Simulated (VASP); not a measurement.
Consider the following.

```xyz
2
Lattice="0.0000 3.3628 3.3628 3.3628 0.0000 3.3628 3.3628 3.3628 0.0000" Properties=species:S:1:pos:R:3 pbc="T T T"
Cd     0.0000     0.0000     0.0000
Te     1.6814     1.6814     1.6814
```

Computed with optB88-vdW, VASP's PBE PAW potentials (set 64) (plane waves; VASP). Numerical set-up: 520 eV cut-off, 7×7×7 Γ-centred mesh, Gaussian smearing of 0.050 eV, potentials Cd Te.

Problem. Give the stress tensor in GPa (positive for a compressed cell).

Solution. 
```
-1.89   0.00   0.00
 0.00  -1.89   0.00
 0.00   0.00  -1.89
```
The pressure is its mean diagonal, -1.89 GPa.

The compound is CdTe in the zinc blende structure. This cell is one point of a volume scan, at 1.06 of the reference volume.
